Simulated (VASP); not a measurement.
Runs of VASP 6.6.1 on Li4P. The structure is tetragonal, space group I4/m (No. 87). Conventional cell: a = 5.683 Å, b = 5.683 Å, c = 3.551 Å, α = 90.00°, β = 90.00°, γ = 90.00°. Around Li (site symmetry m) lie 9 Li at 2.50 to 2.56 Å and 3 P at 2.54 Å. Around P (site symmetry 4/m) lie 12 Li at 2.54 Å. The cell was built by a generator and needn't be a form met in nature.

| task | level | potentials or basis | cell | cutoff (eV) | smearing | gap on the mesh (eV) | pressure (GPa) | relaxed volume (Å³/atom) | largest force (eV/Å) |
| --- | --- | --- | --- | --- | --- | --- | --- | --- | --- |
| single point | PBE | VASP PAW PBE potentials, release 64 (Li_sv, P) | as given | 520 | fermi-dirac 0.05 eV | none | - | - | 0.89 |
| electron localisation function | TPSS+D3 | VASP PAW PBE potentials, release 64 (Li, P) | as given | 500 | tetrahedron | none | (b) | - | (a) |
| relaxation of cell and atoms | RPBE | VASP PAW PBE potentials, release 64 (Li_sv, P) | relaxed | 600 | gaussian 0.05 eV | none | 0.0 | 14.59 | - |
| relaxation of cell and atoms | PBE | VASP PAW PBE potentials, release 64 (Li_sv, P) | relaxed | 600 | gaussian 0.05 eV | none | 0.1 | 14.06 | 0.01 |

Alike in all rows: no spin polarisation; k mesh 9 × 9 × 9.

**Question.** Fill in the values left out.

**Answer.** (a) 0.90; (b) 6.2.

Caveats: the cutoff is under 1.25 times the usual one of these potentials, so pressure, stress and relaxed cells hold a basis-set (Pulay) error (some runs); the PAW data sets were made with another functional, which shifts forces and pressure a little (some runs); the volume moved by over 15 % at a fixed basis, so the end points are rough (some runs); pairwise dispersion overbinds metals, which lowers pressure and volume (some runs).

A k mesh can miss the band edges.

A gap of «none» marks a metal or a gap under the smearing width.

Not every run made on this cell is shown here.
